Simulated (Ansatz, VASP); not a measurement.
**One calculation of NaGaF2, two programs**

The input INCAR:

```
PREC = Accurate
ENCUT = 520
EDIFF = 1E-6
ISMEAR = 0
SIGMA = 0.1
LREAL = False
LASPH = True
NELM = 60
ALGO = Normal
ISIF = 2
LWAVE = False
LCHARG = False
GGA = PE
NBANDS = 25
```

File KPOINTS:

```
Automatic mesh
0
Gamma
  6 6 4
```

POSCAR

```
NaGaF2
1.0
    3.3207317600      0.0000000000      0.0000000000
   -1.6603658800      2.8758380600      0.0000000000
    0.0000000000      0.0000000000      5.3337157900
Na Ga F
1 1 2
Direct
    0.0000000000      0.0000000000      0.0000000000
    0.0000000000      0.0000000000      0.5000000000
    0.3333333300      0.6666666700      0.6558220300
    0.6666666700      0.3333333300      0.3441779700
```

Input for Ansatz:

```yaml
crystal:
  lattice:
    - [3.32073176, 0.0, 0.0]
    - [-1.66036588, 2.87583806, 0.0]
    - [0.0, 0.0, 5.33371579]
  atoms:
    - { symbol: Na, position: [0.0, 0.0, 0.0] }
    - { symbol: Ga, position: [0.0, 0.0, 0.5] }
    - { symbol: F, position: [0.33333333, 0.66666667, 0.65582203] }
    - { symbol: F, position: [0.66666667, 0.33333333, 0.34417797] }
basis:
  ecutwfc: 420
kpoints:
  mp_grid: { grid: [6, 6, 4] }
hamiltonian:
  xc: pbe
scf:
  occupations: { method: gaussian, width: 0.1 }
  lower_state_search: "off"
output:
  forces: true
  stress: true
  eigenvalues: true
```

Alike in both runs: task single point; functional PBE; k mesh 6 × 6 × 4; occupations gaussian, width 0.1 eV; no spin polarisation.

```csv
,VASP,Ansatz
version,VASP 6.6.1,Ansatz 0.2.0
potentials or method,"VASP PAW PBE potentials, release 64 (Na_pv, Ga_d, F)","scalar-relativistic, plane waves, PAW"
plane-wave cutoff (eV),520,420
valence electrons in the cell,34,36
```

|  | VASP | Ansatz | Ansatz less VASP |
| --- | --- | --- | --- |
| gap on the k mesh at the Fermi level (eV) | none | none | - |
| rms of the force components (eV/Å) | 1.117 | 1.093 | -0.0234 |

Atom by atom the forces differ by 0.023 eV/Å (rms over components). A gap of «none» marks a metal or a gap that the smearing closes. With one functional, cell and mesh, what is left measures potentials, basis and numerics. The two sets of potentials don't hold the same shells in valence.

Caveats: the k mesh is coarse (spacing up to 0.36 Å⁻¹), so the values aren't converged; forces of over 1 eV/Å show positions far from the minimum, so gaps and moduli don't describe the material at rest.
